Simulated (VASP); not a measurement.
HfO2:

```xyz
3
Lattice="0.0000 2.5500 2.5500 2.5500 0.0000 2.5500 2.5500 2.5500 0.0000" Properties=species:S:1:pos:R:3 pbc="T T T"
Hf    0.0000    0.0000    0.0000
O     1.2750    1.2750    1.2750
O     3.8250    3.8250    3.8250
```

The cell was built by a generator and needn't be a form met in nature.

Base run:

```yaml
Program: VASP 6.6.1
Functional: PBE
Potentials_or_basis: VASP PAW PBE potentials, release 64 (Hf_pv, O)
Cutoff: 700 eV
k_mesh: 6 × 6 × 6
Occupations: gaussian, width 0.05 eV
Spin: no spin polarisation
```

Its results: band gap on the k mesh 3.76 eV, direct; pressure -4.2 GPa.

**Question.** The run is repeated on the same cell with these changes: functional from PBE to PBEsol. What comes out?

**Answer.** Band gap on the k mesh 3.63 eV, direct; pressure -11.8 GPa.

PBEsol binds more tightly than PBE, so the same cell stands under less pressure.

Caveats: spin-orbit coupling is left out, which moves the levels of the heavy elements; the PAW data sets were made with another functional, which shifts forces and pressure a little (some runs).

A k mesh can miss the band edges.
